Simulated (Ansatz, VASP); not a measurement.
# Cross-check of AlNi3 between VASP and Ansatz, part 2 of 2

One calculation is typed for both programs; each brings its own data sets. How far apart do they land? The cell is taken from a series of runs on this material, whose earlier steps may have relaxed, scaled, displaced or heated it; both programs get it as it stands.

VASP 6.6.1 and Ansatz 0.2.0.

So far: Set-up; Ansatz: relaxation of cell and atoms, r2SCAN.

### 3. VASP: relaxation of cell and atoms, r2SCAN

Level of this step: r2SCAN, spin-polarised from a ferromagnetic start; plane waves and PAW (Al, Ni) (VASP).

The same cell, functional, mesh and smearing now go to VASP, with its own data sets.

Lines of VASP's logs that name or quote its potential files are left out, and so is its time.

File INCAR:

```
SYSTEM = AlNi3
PREC = Accurate
ENCUT = 660
EDIFF = 1E-07
NELM = 200
ISMEAR = 1
SIGMA = 0.25
LREAL = .FALSE.
ALGO = Normal
METAGGA = R2SCAN
LASPH = .TRUE.
NBANDS = 25
ISPIN = 2
MAGMOM = -0.03 0.36 0.36 0.36
LMAXMIX = 4
LORBIT = 11
LWAVE = .FALSE.
LCHARG = .FALSE.
ISIF = 3
IBRION = 2
NSW = 80
EDIFFG = -0.005
GGA_COMPAT = .FALSE.
NELMIN = 4
LMIXTAU = .TRUE.
KPAR = 2
```

File POSCAR:

```
AlNi3
1.0
    3.5230550000      0.0000000000      0.0000000000
    0.0000000000      3.5230550000      0.0000000000
    0.0000000000      0.0000000000      3.5230550000
Al Ni
1 3
Direct
    0.0000000000      0.0000000000      0.0000000000
    0.0000000000      0.4999998581      0.4999998581
    0.4999998581      0.0000000000      0.4999998581
    0.4999998581      0.4999998581      0.0000000000
```

File KPOINTS:

```
Automatic mesh
0
Gamma
12 12 12
0 0 0
```

The projector-augmented-wave data sets are Al and Ni (PBE family, release 64).

Launch:

```console
$ mpirun -np 2 vasp_std
```

Numbers of over 12 decimals in the logs are rounded to 6 here.

The log of the run:

```text
[banner, memory and clock lines left out]
running    2 mpi-ranks, on    1 nodes
 distrk:  each k-point on    1 cores,    2 groups
 distr:  one band on    1 cores,    1 groups

 POSCAR found type information on POSCAR AlNi
 POSCAR found :  2 types and       4 ions
|                                                                             |
|               ----> ADVICE to this user running VASP <----                  |
|                                                                             |
|     You enforced a specific xc type in the INCAR file but a different       |
|     [... a line on the potential file left out ...]
|     I HOPE YOU KNOW WHAT YOU ARE DOING!                                     |
|                                                                             |

 LDA part: xc-table for (None), standard interpolation
 POSCAR, INCAR and KPOINTS ok, starting setup
 FFT: planning ... GRIDC
 FFT: planning ... GRID_SOFT
 FFT: planning ... GRID
 WAVECAR not read
 entering main loop
       N       E                     dE             d eps       ncg     rms          rms(c)
DAV:   1     0.191271604385E+03    0.19127E+03   -0.17165E+04  8512   0.210E+03
DAV:   2    -0.396730944411E+02   -0.23094E+03   -0.21659E+03  8416   0.354E+02
DAV:   3    -0.522319872429E+02   -0.12559E+02   -0.11838E+02  9456   0.110E+02
DAV:   4    -0.524305223020E+02   -0.19854E+00   -0.19826E+00 10135   0.125E+01
DAV:   5    -0.524380546104E+02   -0.75323E-02   -0.75318E-02 10943   0.217E+00    0.204E+01
DAV:   6    -0.500681138996E+02    0.23699E+01   -0.49585E+01  9344   0.130E+02    0.229E+01
DAV:   7    -0.442819537207E+02    0.57862E+01   -0.14214E+01  9806   0.658E+01    0.273E+00
DAV:   8    -0.443137260404E+02   -0.31772E-01   -0.47792E-01 10069   0.782E+00    0.256E+00
DAV:   9    -0.442895754779E+02    0.24151E-01   -0.17812E-01  9321   0.698E+00    0.773E-01
DAV:  10    -0.443037900802E+02   -0.14215E-01   -0.21583E-02 10408   0.167E+00    0.430E-01
DAV:  11    -0.443043491928E+02   -0.55911E-03   -0.46201E-03  9996   0.116E+00    0.276E-01
DAV:  12    -0.443048590110E+02   -0.50982E-03   -0.56215E-04 10191   0.309E-01    0.823E-02
DAV:  13    -0.443048979033E+02   -0.38892E-04   -0.80842E-05  8787   0.104E-01    0.490E-02
DAV:  14    -0.443048996824E+02   -0.17791E-05   -0.11853E-05 11612   0.426E-02    0.247E-02
DAV:  15    -0.443048987658E+02    0.91662E-06   -0.40306E-06  9865   0.238E-02    0.987E-03
DAV:  16    -0.443049003204E+02   -0.15547E-05   -0.14461E-06  9401   0.146E-02    0.442E-03
DAV:  17    -0.443048999653E+02    0.35516E-06   -0.17080E-07  6300   0.542E-03    0.370E-03
DAV:  18    -0.443048995195E+02    0.44574E-06   -0.54817E-08  4359   0.342E-03    0.887E-04
DAV:  19    -0.443048995942E+02   -0.74717E-07   -0.16695E-08  4320   0.142E-03
   1 F= -.44304900E+02 E0= -.44305848E+02  d E =-.443049E+02  mag=     0.8755
 curvature:   0.00 expect dE= 0.000E+00 dE for cont linesearch  0.000E+00
 trial: gam= 0.00000 g(F)=  0.000E+00 g(S)=  0.610E-03 ort = 0.000E+00 (trialstep = 0.100E+01)
 search vector abs. value=  0.610E-03
 bond charge predicted
       N       E                     dE             d eps       ncg     rms          rms(c)
DAV:   1    -0.443199062965E+02   -0.15007E-01   -0.11698E-01  8562   0.544E+00    0.111E+00
DAV:   2    -0.443189947755E+02    0.91152E-03   -0.11981E-01  9696   0.637E+00    0.984E-01
DAV:   3    -0.443052027841E+02    0.13792E-01   -0.34485E-02  9712   0.350E+00    0.150E-01
DAV:   4    -0.443049167014E+02    0.28608E-03   -0.67297E-04  8978   0.211E-01    0.823E-02
DAV:   5    -0.443048954992E+02    0.21202E-04   -0.29734E-05 11286   0.572E-02    0.224E-02
DAV:   6    -0.443048990679E+02   -0.35687E-05   -0.79153E-06 10536   0.399E-02    0.886E-03
DAV:   7    -0.443049045806E+02   -0.55127E-05   -0.32993E-06  8553   0.216E-02    0.474E-03
DAV:   8    -0.443049066537E+02   -0.20731E-05   -0.33338E-07  9058   0.787E-03    0.127E-03
DAV:   9    -0.443049069275E+02   -0.27387E-06   -0.42838E-08  4295   0.243E-03    0.413E-04
DAV:  10    -0.443049069283E+02   -0.81127E-09   -0.18244E-08  4257   0.179E-03
   2 F= -.44304907E+02 E0= -.44305865E+02  d E =-.733410E-05  mag=     0.8777
 trial-energy change:   -0.000007  1 .order   -0.000003   -0.000610    0.000604
 step:   0.5079(harm=  0.5022)  dis= 0.00000  next Energy=   -44.305055 (dE=-0.155E-03)
 bond charge predicted
       N       E                     dE             d eps       ncg     rms          rms(c)
DAV:   1    -0.443086746115E+02   -0.37677E-02   -0.28257E-02  8558   0.266E+00    0.542E-01
DAV:   2    -0.443084156130E+02    0.25900E-03   -0.28659E-02  9677   0.313E+00    0.482E-01
DAV:   3    -0.443051289186E+02    0.32867E-02   -0.83093E-03  9720   0.171E+00    0.729E-02
DAV:   4    -0.443050637256E+02    0.65193E-04   -0.15146E-04  8942   0.100E-01    0.406E-02
DAV:   5    -0.443050584099E+02    0.53157E-05   -0.68000E-06 11428   0.278E-02    0.113E-02
DAV:   6    -0.443050565121E+02    0.18978E-05   -0.19264E-06 10654   0.199E-02    0.441E-03
DAV:   7    -0.443050548591E+02    0.16530E-05   -0.87681E-07  8571   0.115E-02    0.221E-03
DAV:   8    -0.443050541674E+02    0.69173E-06   -0.60409E-08  4565   0.368E-03    0.598E-04
DAV:   9    -0.443050540770E+02    0.90416E-07   -0.17413E-08  4245   0.123E-03
   3 F= -.44305054E+02 E0= -.44306007E+02  d E =-.154483E-03  mag=     0.8766
 curvature:  -0.25 expect dE=-0.236E-07 dE for cont linesearch -0.236E-07
 trial: gam=-0.01227 g(F)=  0.113E-48 g(S)=  0.941E-07 ort = 0.758E-05 (trialstep = 0.902E+00)
 search vector abs. value=  0.115E-09
 reached required accuracy - stopping structural energy minimisation
```

OUTCAR, selected parts (step 3):

```text
ion  position               nearest neighbor table
   1  0.000  0.000  0.000-   2 2.49   3 2.49   4 2.49   2 2.49   3 2.49   2 2.49   4 2.49   3 2.49
                             4 2.49   2 2.49   3 2.49   4 2.49
   2  0.000  0.500  0.500-   1 2.49   3 2.49   4 2.49   4 2.49   1 2.49   3 2.49   1 2.49   3 2.49
                             4 2.49   4 2.49   1 2.49   3 2.49
   3  0.500  0.000  0.500-   1 2.49   2 2.49   4 2.49   4 2.49   1 2.49   2 2.49   1 2.49   2 2.49
                             4 2.49   4 2.49   2 2.49   1 2.49
   4  0.500  0.500  0.000-   1 2.49   2 2.49   3 2.49   3 2.49   1 2.49   2 2.49   1 2.49   2 2.49
                             3 2.49   3 2.49   1 2.49   2 2.49

  LATTYP: Found a simple cubic cell.
 ALAT       =     3.5230550000

 Subroutine GETGRP returns: Found 48 space group operations
 (whereof 48 operations were pure point group operations)

The static configuration has the point symmetry O_h .

 Found     84 irreducible k-points:

   k-points           NKPTS =     84   k-points in BZ     NKDIM =     84   number of bands    NBANDS=     25

   dimension x,y,z NGX =    30 NGY =   30 NGZ =   30
   dimension x,y,z NGXF=    60 NGYF=   60 NGZF=   60

   ENCUT  =  660.0 eV  48.51 Ry    6.96 a.u.   7.38  7.38  7.38*2*pi/ulx,y,z

   NELECT =      33.0000    total number of electrons

 k-points in reciprocal lattice and weights: Automatic mesh
   0.00000000  0.00000000  0.00000000       0.001
   0.08333333  0.00000000  0.00000000       0.003
   0.16666667  0.00000000  0.00000000       0.003
   0.25000000  0.00000000  0.00000000       0.003
   0.33333333  0.00000000  0.00000000       0.003
   0.41666667  0.00000000  0.00000000       0.003
   0.50000000  0.00000000  0.00000000       0.002
   0.08333333  0.08333333  0.00000000       0.007
   0.16666667  0.08333333  0.00000000       0.014
[...]
0.50000000  0.50000000  0.41666667       0.003
   0.50000000  0.50000000  0.50000000       0.001

 average (electrostatic) potential at core
       1 -72.6637       2 -86.6397       3 -86.6397       4 -86.6397

 E-fermi :   9.7921

 spin component 1
 k-point     1 :       0.0000    0.0000    0.0000
  band No.  band energies     occupation
    ...
     12       8.9396      1.00001
     13       9.2772      1.00657
     14       9.3888      1.02247
     15       9.3888      1.02247
     16       9.3888      1.02247
     17      10.6722     -0.00000
     18      10.6722     -0.00000
     19      10.6722     -0.00000
     20      16.6008      0.00000
     21      16.6008      0.00000
    ...

 k-point     2 :       0.0833    0.0000    0.0000
  band No.  band energies     occupation
    ...
     12       8.9407      1.00001
     13       9.2001      1.00205
     14       9.2001      1.00205
     15       9.2452      1.00417
     16       9.3889      1.02248
     17      10.2827     -0.00901
     18      10.9749     -0.00000
     19      10.9749     -0.00000
     20      16.5908      0.00000
     21      16.9314      0.00000
    ...

 k-point     3 :       0.1667    0.0000    0.0000
  band No.  band energies     occupation
    ...
     13       8.8796      1.00000
     14       8.9404      1.00001
     15       9.1530      1.00090
     16       9.3891      1.02252
     17       9.4979      1.03508
     18      11.6351     -0.00000
     19      11.6351     -0.00000
     20      16.5617      0.00000
     21      17.2963      0.00000
     22      19.1222      0.00000
    ...

 k-point     4 :       0.2500    0.0000    0.0000
  band No.  band energies     occupation
    ...
     13       8.6051      1.00000
     14       8.9024      1.00000
     15       8.9059      1.00000
     16       9.0361      1.00008
     17       9.3894      1.02258
     18      12.4629     -0.00000
     19      12.4629     -0.00000
     20      16.5163      0.00000
     21      17.5334      0.00000
     22      19.6072      0.00000
    ...

 k-point     5 :       0.3333    0.0000    0.0000
  band No.  band energies     occupation
    ...
     13       8.4052      1.00000
     14       8.5988      1.00000
     15       8.7456      1.00000
     16       9.0009      1.00004
     17       9.3897      1.02263
     18      13.4096     -0.00000
     19      13.4096     -0.00000
     20      16.4634      0.00000
     21      17.8027      0.00000
     22      18.1865      0.00000
    ...

 k-point     6 :       0.4167    0.0000    0.0000
  band No.  band energies     occupation
    ...
     13       8.2820      1.00000
     14       8.4035      1.00000
     15       8.5536      1.00000
     16       9.0004      1.00004
     17       9.3899      1.02267
     18      14.4601     -0.00000
     19      14.4601     -0.00000
     20      16.4187      0.00000
     21      16.8513      0.00000
     22      16.8513      0.00000
    ...

  Total        0.0016129      0.0016129      0.0016129     -0.0000000      0.0000000      0.0000000
  in kB        0.0589539      0.0589539      0.0589539     -0.0000000      0.0000000      0.0000000
  external PRESSURE =       0.0589539 kB  Pullay stress =       0.0000000 kB

  energy-cutoff  :      660.00
  volume of cell :       43.83
      direct lattice vectors                 reciprocal lattice vectors
     3.525856776 -0.000000000 -0.000000000     0.283619008 -0.000000000 -0.000000000
     0.000000000  3.525856776 -0.000000000     0.000000000  0.283619008 -0.000000000
     0.000000000  0.000000000  3.525856776     0.000000000  0.000000000  0.283619008

 POSITION                                       TOTAL-FORCE (eV/Angst)
 -----------------------------------------------------------------------------------
      0.00000      0.00000      0.00000        -0.000000     -0.000000      0.000000
      0.00000      1.76293      1.76293         0.000000      0.000000      0.000000
      1.76293      0.00000      1.76293        -0.000000      0.000000      0.000000
      1.76293      1.76293     -0.00000        -0.000000     -0.000000      0.000000
 -----------------------------------------------------------------------------------
    total drift:                                0.000061      0.000061      0.000061

  FREE ENERGIE OF THE ION-ELECTRON SYSTEM (eV)
  ---------------------------------------------------
  free  energy   TOTEN  =       -44.3050540770 eV

  energy  without entropy=      -44.3079129045  energy(sigma->0) =      -44.30600702

 reached required accuracy - stopping structural energy minimisation

 total charge
# of ion       s       p       d       tot
------------------------------------------
    1        0.412   0.415   0.000   0.827
    2        0.520   0.570   8.392   9.482
    3        0.520   0.570   8.392   9.482
    4        0.520   0.570   8.392   9.482
--------------------------------------------------
tot          1.972   2.126  25.176  29.274

 magnetization (x)
# of ion       s       p       d       tot
------------------------------------------
    1       -0.002  -0.015   0.000  -0.017
    2       -0.007  -0.026   0.361   0.328
    3       -0.007  -0.026   0.361   0.328
    4       -0.007  -0.026   0.361   0.328
--------------------------------------------------
tot         -0.024  -0.093   1.083   0.966

[... 6 further parts left out ...]
```

CONTCAR:

```
AlNi3
   1.00000000000000
     3.5258567755570587   -0.0000000000000000   -0.0000000000000000
     0.0000000000000000    3.5258567755570587   -0.0000000000000000
     0.0000000000000000    0.0000000000000000    3.5258567755570587
  Al              Ni
     1     3
Direct
     0.0000000000000000    0.0000000000000000    0.0000000000000000
     0.0000000000000000    0.4999998580999971    0.4999998580999971
     0.4999998580999971    0.0000000000000000    0.4999998580999971
     0.4999998580999971    0.4999998580999971    0.0000000000000000
```

The magnetic state follows from one typed start and may not be the lowest. SCAN-type functionals tend to overstate the moments of itinerant magnets.

### 4. Differences

Known differences besides the potentials themselves: VASP starts from the moments at which Ansatz ended; VASP keeps PBE cores, Ansatz makes them for the functional; the data sets hold 57 valence electrons in Ansatz (on its default PAW (the set named soft_2) files) and 33 in VASP; the cutoff is 500 eV in Ansatz and 660 eV in VASP; Ansatz adds a Pulay correction to the stress that steers its cell, VASP none; site moments are counted in spheres of each program's own size. Total energies have different zeros and are not compared.

Compared:

```csv
quantity,Ansatz,VASP,difference
volume (Å³),43.84,43.83,+0.01 %
"edge a after relaxation, in the typed setting (Å)",3.526,3.526,+0.00 %
total moment (μB),0.90,0.88,+0.03
moment on Ni2 (μB),0.36,0.33,+0.03
moment on Ni3 (μB),0.36,0.33,+0.03
moment on Ni4 (μB),0.36,0.33,+0.03
```

### 5. Outcome

* difference in volume (relaxation of cell and atoms, r2SCAN): 0.012 %

The difference in volume is 0.012 % (relaxation of cell and atoms, r2SCAN), within the 1.2 % picked in this series as the mark of a large difference, as far as the stopping tolerances let one tell. The data sets hold unlike numbers of valence electrons (57 in Ansatz and 33 in VASP), so part of the differences comes from the potentials. Such differences can come from data sets, numerical settings and the points named under the comparisons, not from the functional's error against experiment.

[Lines on the potential files, build, host, timing and source positions are cut from VASP's logs without a mark.]

[Logs are printed without paths, hosts, clocks, repeated set-up lines and the standing remarks that a program may print on its own settings, such as how far it seeks lower states.]

[Hosts, paths, dates, database ids (printed as entryN), source tags and the programs' standing remarks are cut or masked in the printed files.]
